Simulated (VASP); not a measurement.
Method: PBE GGA, VASP's PBE PAW potentials (set 64) (plane waves; VASP).

The input files of a VASP run:

**INCAR**
```
! general
SYSTEM  = Tb
PREC    = Accurate
ENCUT   = 400   ! plane-wave cut-off (eV)
LREAL   = F   ! projection in real space or not
LASPH   = T

! electronic loop
EDIFF   = 1E-6   ! SCF stop (eV)
NELM    = 100   ! most electronic steps
ALGO    = Normal   ! blocked Davidson
LMAXMIX = 6

! smearing
ISMEAR  = -1   ! Fermi-Dirac
SIGMA   = 0.3   ! width (eV)

! functional
GGA     = PE   ! PBE

! ions
ISIF    = 2

! output
LWAVE   = F
LCHARG  = F
```

POSCAR:
```
Tb
11.236850
  0.1588169282  -0.2784234906   0.0000000000
  0.1588169282   0.2784234906   0.0000000000
  0.0000000000   0.0000000000   0.5000000000
Tb
2
Cartesian
  0.1588169282   0.0928080158   0.1250000000
  0.1612258634  -0.0928080158   0.3750000000
```

KPOINTS:
```
Regular mesh
0
G
  11 11 6
0 0 0
```

POTCAR, in this order: Tb_3 (PBE.64 set). Program: vasp_std.

The resulting files:

### OSZICAR
```
       N       E                     dE             d eps       ncg     rms          rms(c)
DAV:   1     0.357286270216E+02    0.35729E+02   -0.78933E+03  6368   0.102E+03
DAV:   2    -0.766073439563E+01   -0.43389E+02   -0.42197E+02  6934   0.224E+02
DAV:   3    -0.948590417933E+01   -0.18252E+01   -0.16896E+01  8636   0.279E+01
DAV:   4    -0.952734558691E+01   -0.41441E-01   -0.40328E-01  7123   0.411E+00
DAV:   5    -0.952869615806E+01   -0.13506E-02   -0.13427E-02  9147   0.543E-01    0.243E+01
DAV:   6    -0.953445101974E+01   -0.57549E-02   -0.19030E-02  7348   0.118E+00    0.145E+01
DAV:   7    -0.954475555932E+01   -0.10305E-01   -0.34802E-02  7339   0.160E+00    0.213E-01
DAV:   8    -0.954447686273E+01    0.27870E-03   -0.18645E-03  7154   0.352E-01    0.629E-02
DAV:   9    -0.954448034626E+01   -0.34835E-05   -0.21667E-04  7779   0.115E-01    0.317E-02
DAV:  10    -0.954447427992E+01    0.60663E-05   -0.31314E-05  7129   0.410E-02    0.372E-02
DAV:  11    -0.954447531598E+01   -0.10361E-05   -0.44300E-06  6924   0.147E-02    0.130E-03
DAV:  12    -0.954447562529E+01   -0.30930E-06   -0.77955E-07  3682   0.482E-03
   1 F= -.95444756E+01 E0= -.91428148E+01  d E =-.803322E+00
```

### OUTCAR
```
------------------------ aborting loop because EDIFF is reached ----------------------------------------
  FORCE on cell =-STRESS in cart. coord.  units (eV):
  Direction    XX          YY          ZZ          XY          YZ          ZX
  --------------------------------------------------------------------------------------
  Total        0.8881500      0.6123368      1.1163536     -0.0468120      0.0000000      0.0000000
  in kB       22.6809114     15.6374004     28.5086028     -1.1954500      0.0000000      0.0000000
  external PRESSURE =      22.2756382 kB  Pullay stress =       0.0000000 kB
  volume of cell :       62.74
      direct lattice vectors                 reciprocal lattice vectors
     1.784602000 -3.128603000  0.000000000     0.280174515 -0.159815739  0.000000000
     1.784602000  3.128603000  0.000000000     0.280174515  0.159815739  0.000000000
     0.000000000  0.000000000  5.618425000     0.000000000  0.000000000  0.177985823
 POSITION                                       TOTAL-FORCE (eV/Angst)
 -----------------------------------------------------------------------------------
      1.78460      1.04287      1.40461         0.028411     -0.021348     -0.000000
      1.81167     -1.04287      4.21382        -0.028411      0.021348      0.000000
 -----------------------------------------------------------------------------------
    total drift:                                0.000003      0.000000      0.000000
  FREE ENERGIE OF THE ION-ELECTRON SYSTEM (eV)
  ---------------------------------------------------
  free  energy   TOTEN  =        -9.5444756253 eV

  energy  without entropy=       -8.7411539538  energy(sigma->0) =       -9.14281479
```
(Selected blocks of OUTCAR.)

The 4f electrons are frozen in the core of the lanthanide potential, so 4f levels, which can set the real gap, and their magnetism are missing.

The compound is Tb in the hcp structure. The cell was not relaxed at this level, atoms are displaced from their ideal sites. The run is one of a series of settings (ISMEAR = -1, SIGMA = 0.3 against the base run), some of them coarse on purpose.
